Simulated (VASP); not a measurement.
The cell holds one PtSe₂ (1T layered) monolayer, with vacuum along c. Ionisation potential and electron affinity count from the cell's own band edges, surface states included.

Given:

```
PtSe2
1.0
    3.73435     0.00000     0.00000
   -1.86718     3.23404     0.00000
    0.00000     0.00000    19.35696
Se Pt
2 1
Direct
  0.66667   0.33333   0.43081
  0.33333   0.66667   0.56919
  0.00000   0.00000   0.50000
```

The numbers are results of optB88-vdW, VASP's PBE PAW potentials (set 64) (plane waves; VASP), not measurements. Settings: 400 eV cut-off, 12×12×1 Γ-centred mesh, Gaussian smearing of 0.050 eV, potentials Se Pt.

Predict its energy to cut it from the bulk, per area, ionisation potential, electron affinity.

* **energy to cut it from the bulk, per area**: 27.0 meV/Å²
* **ionisation potential**: 5.91 eV
* **electron affinity**: 4.63 eV

The cell is a sheet with vacuum, built from PtSe2 (1T layered).
